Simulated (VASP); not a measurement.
Data:

```
AlNi
1.0
    2.85760     0.00000     0.00000
    0.00000     2.85760     0.00000
    0.00000     0.00000     2.85760
Al Ni
1 1
Direct
  0.50000   0.50000   0.50000
  0.00000   0.00000   0.00000
```

Level of theory: RPBE GGA, VASP's PBE PAW potentials (set 64) (plane waves; VASP). Settings: 520 eV cut-off, 12×12×12 Γ-centred mesh, first-order Methfessel-Paxton smearing of 0.10 eV, potentials Al Ni.

Task: What does the run give for the energy per atom (σ→0), pressure, band gap (on the k-mesh) with the smallest direct gap where there is one?

Result: 
The band gap (on the k-mesh) is none (metal, semimetal or under 0.01 eV) and the energy per atom (σ→0) is -4.851 eV/atom. The pressure is 10.31 GPa.

The compound is NiAl in the CsCl type structure. This cell is one point of a volume scan, at 0.94 of the reference volume. The run is not spin-polarised, so no magnetic state was tried. The electron count is odd and the run is not spin-polarised, which forces a metal.
